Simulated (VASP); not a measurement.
```xyz
5
Lattice="3.9795 0.0000 0.0000 0.0000 3.9795 0.0000 0.0000 0.0000 3.9795" Properties=species:S:1:pos:R:3 pbc="T T T"
K      0.0000     0.0000     0.0000
Zn     1.9897     1.9897     1.9897
F      1.9897     0.0000     1.9897
F      0.0000     1.9897     1.9897
F      1.9897     1.9897     0.0000
```

Computed with LDA (Ceperley-Alder, Perdew-Zunger), VASP's LDA PAW potentials (set 64) (plane waves; VASP). Settings: 620 eV cut-off, 6×6×6 Γ-centred mesh, Gaussian smearing of 0.050 eV, potentials K_sv Zn F.

Energy and stress use the plane-wave basis of the starting cell.

**Question.** The ions, cell shape and volume at an external pressure of 5.0 GPa are relaxed. Predict the relaxed structure.

**Answer.** 
```xyz
5
Lattice="3.9171 0.0000 0.0000 0.0000 3.9171 0.0000 0.0000 0.0000 3.9171" Properties=species:S:1:pos:R:3 pbc="T T T"
K      0.0000     0.0000     0.0000
Zn     1.9586     1.9586     1.9586
F      1.9586     0.0000     1.9586
F      0.0000     1.9586     1.9586
F      1.9586     1.9586     0.0000
```
Space group Pm-3m (221), at a tolerance of 0.03 Å.

**Question.** How do energy and volume change from the first to the last step?

**Answer.** The energy (σ→0) changes by +8.6 meV/atom and the volume by -4.6 %, in 3 ionic steps.

```csv
step,E(σ→0) (eV),max force (eV/Å),pressure (GPa),volume (Å³)
1,-23.1136,0.000,0.03,63.02
2,-23.0500,0.000,6.21,59.52
3,-23.0704,0.000,5.01,60.10
```

The compound is KZnF3 in the cubic perovskite structure. This run relaxes it under an external pressure of 5 GPa. Symmetry was kept, so distortions that lower it aren't found.
